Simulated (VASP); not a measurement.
KBr (rock salt), at 0.96 of the tabulated volume:

```yaml
crystal:
  lattice:
    - [0.00000, 3.25540, 3.25540]
    - [3.25540, 0.00000, 3.25540]
    - [3.25540, 3.25540, 0.00000]
  atoms:
    - { symbol: K, position: [0.00000, 0.00000, 0.00000] }
    - { symbol: Br, position: [0.50000, 0.50000, 0.50000] }
```

The lowest empty band near Γ, direction [100], from PBE with spin-orbit coupling in VASP (PAW); its two spin partners are averaged. The gap over the points computed is 4.38 eV, and the next band on that side lies 3.06 eV away at the edge.

Settings: 400 eV cut-off, 8×8×8 Γ-centred mesh, Gaussian smearing of 0.050 eV, potentials K_sv Br.

```csv
distance from the edge in k (1/Å),distance in energy (meV)
0.018,3.3
0.025,6.4
0.035,12.5
0.050,25.5
0.070,49.5
```

Fit E(1 + αE) = ħ²k²/2m* (ħ²/2m0 = 3.810 eV Å²) and predict the row at 0.095 1/Å.

The rows don't resolve α, so a parabola serves: the electron mass is m* = 0.376 m0, and so 91.4 meV. The run gave 90.1 meV, -1.3 meV from the fit.

Left out are points under 3 meV from the edge, since the levels carry 0.1 meV, and points farther than half the way to the next band.

The compound is KBr in the rock salt structure. The cell was not relaxed at this level.
